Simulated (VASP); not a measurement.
Computed with LDA (Ceperley-Alder, Perdew-Zunger), VASP's LDA PAW potentials (set 64) (plane waves; VASP).

VASP input:

**POSCAR**
```
Ta
1
   -1.6500000000     1.6500000000     1.6500000000
    1.6500000000    -1.6500000000     1.6500000000
    1.6500000000     1.6500000000    -1.6500000000
Ta
1
Direct
  0.0000000000   0.0000000000   0.0000000000
```

INCAR:
```
IBRION  =  2   # conjugate gradients
ALGO  =  Normal
LWAVE  =  .False.
PREC  =  Accurate
LMAXMIX  =  6
NELM  =  100
SIGMA  =  0.1
EDIFF  =  1E-6
ISIF  =  3   # ions, shape and volume
NSW  =  60   # most ionic steps
ENCUT  =  400
EDIFFG  =  -0.01
ISMEAR  =  1   # Methfessel-Paxton
LASPH  =  .True.   # aspherical one-centre terms
LREAL  =  .False.   # projection in real space or not
LCHARG  =  .False.
SYSTEM  =  Ta
```

KPOINTS:
```
Automatic
0
G
 14 14 14
```

POTCAR, in this order: Ta_pv (LDA.64 set). Program: vasp_std.

The resulting files:

OSZICAR:
```
       N       E                     dE             d eps       ncg     rms          rms(c)
DAV:   1     0.366869104771E+02    0.36687E+02   -0.58349E+03  1880   0.966E+02
DAV:   2    -0.127690008673E+02   -0.49456E+02   -0.48686E+02  2402   0.219E+02
DAV:   3    -0.133077312952E+02   -0.53873E+00   -0.52746E+00  2211   0.236E+01
DAV:   4    -0.133110175202E+02   -0.32862E-02   -0.32723E-02  2139   0.150E+00
DAV:   5    -0.133110451088E+02   -0.27589E-04   -0.27587E-04  2136   0.110E-01    0.136E+01
DAV:   6    -0.129347492983E+02    0.37630E+00   -0.41507E-01  1935   0.748E+00    0.644E+00
DAV:   7    -0.128181401142E+02    0.11661E+00   -0.31924E-01  1956   0.620E+00    0.330E-01
DAV:   8    -0.128158279099E+02    0.23122E-02   -0.31261E-03  2026   0.774E-01    0.556E-02
DAV:   9    -0.128158183488E+02    0.95611E-05   -0.47192E-05  2044   0.742E-02    0.285E-02
DAV:  10    -0.128158182415E+02    0.10729E-06   -0.35514E-06  2211   0.245E-02
   1 F= -.12815818E+02 E0= -.12815911E+02  d E =-.128158E+02
       N       E                     dE             d eps       ncg     rms          rms(c)
DAV:   1    -0.137238158683E+02   -0.90800E+00   -0.31726E+01  1903   0.800E+01    0.970E+00
DAV:   2    -0.129265635285E+02    0.79725E+00   -0.10229E+00  1896   0.140E+01    0.328E+00
DAV:   3    -0.127297710661E+02    0.19679E+00   -0.59337E-01  1932   0.102E+01    0.138E+00
DAV:   4    -0.127322558644E+02   -0.24848E-02   -0.82841E-03  2266   0.971E-01    0.158E-01
DAV:   5    -0.127321536768E+02    0.10219E-03   -0.78035E-04  1947   0.351E-01    0.790E-02
DAV:   6    -0.127321613552E+02   -0.76784E-05   -0.10875E-05  2194   0.391E-02    0.499E-03
DAV:   7    -0.127321613199E+02    0.35264E-07   -0.61426E-08  1110   0.299E-03
   2 F= -.12732161E+02 E0= -.12732132E+02  d E =0.836569E-01
       N       E                     dE             d eps       ncg     rms          rms(c)
DAV:   1    -0.133379679605E+02   -0.60581E+00   -0.17690E+01  1903   0.639E+01    0.663E+00
DAV:   2    -0.129217953202E+02    0.41617E+00   -0.59669E-01  1911   0.962E+00    0.227E+00
DAV:   3    -0.128304085434E+02    0.91387E-01   -0.29281E-01  1940   0.666E+00    0.756E-01
DAV:   4    -0.128316305018E+02   -0.12220E-02   -0.36240E-03  2234   0.648E-01    0.105E-01
DAV:   5    -0.128316875425E+02   -0.57041E-04   -0.16892E-04  2047   0.145E-01    0.525E-02
DAV:   6    -0.128316921273E+02   -0.45848E-05   -0.39964E-06  2122   0.192E-02    0.400E-03
DAV:   7    -0.128316922032E+02   -0.75894E-07   -0.89880E-08  1023   0.270E-03
   3 F= -.12831692E+02 E0= -.12831739E+02  d E =-.158740E-01
       N       E                     dE             d eps       ncg     rms          rms(c)
DAV:   1    -0.128317738071E+02   -0.81680E-04   -0.22305E-03  1900   0.693E-01    0.749E-02
DAV:   2    -0.128317191611E+02    0.54646E-04   -0.74386E-05  1908   0.111E-01    0.251E-02
DAV:   3    -0.128317067577E+02    0.12403E-04   -0.39510E-05  1940   0.786E-02    0.974E-03
DAV:   4    -0.128317069222E+02   -0.16456E-06   -0.44189E-07  1018   0.751E-03
   4 F= -.12831707E+02 E0= -.12831752E+02  d E =-.158887E-01
```

OUTCAR:
```
------------------------ aborting loop because EDIFF is reached ----------------------------------------
  FORCE on cell =-STRESS in cart. coord.  units (eV):
  Direction    XX          YY          ZZ          XY          YZ          ZX
  --------------------------------------------------------------------------------------
  Total       -0.0036643     -0.0036643     -0.0036643     -0.0000000     -0.0000000     -0.0000000
  in kB       -0.3389522     -0.3389522     -0.3389522     -0.0000000     -0.0000000     -0.0000000
  external PRESSURE =      -0.3389522 kB  Pullay stress =       0.0000000 kB
  volume of cell :       17.32
      direct lattice vectors                 reciprocal lattice vectors
    -1.629925966  1.629925966  1.629925966     0.000000000  0.306762399  0.306762399
     1.629925966 -1.629925966  1.629925966     0.306762399  0.000000000  0.306762399
     1.629925966  1.629925966 -1.629925966     0.306762399  0.306762399  0.000000000
 POSITION                                       TOTAL-FORCE (eV/Angst)
 -----------------------------------------------------------------------------------
      0.00000      0.00000     -0.00000        -0.000000      0.000000      0.000000
 -----------------------------------------------------------------------------------
    total drift:                                0.000000     -0.000000     -0.000000
  FREE ENERGIE OF THE ION-ELECTRON SYSTEM (eV)
  ---------------------------------------------------
  free  energy   TOTEN  =       -12.8317069222 eV

  energy  without entropy=      -12.8318432582  energy(sigma->0) =      -12.83175237

 reached required accuracy - stopping structural energy minimisation
```
(Selected blocks of OUTCAR.)

### CONTCAR
```
Ta
   1.00000000000000
    -1.6299259663173584    1.6299259663173584    1.6299259663173584
     1.6299259663173584   -1.6299259663173584    1.6299259663173584
     1.6299259663173584    1.6299259663173584   -1.6299259663173584
  Ta
     1
Direct
     0.0000000000000000    0.0000000000000000    0.0000000000000000
```

Energy and stress use the plane-wave basis of the starting cell.

The compound is Ta in the bcc structure. This run relaxes it. Symmetry was kept, so distortions that lower it aren't found.
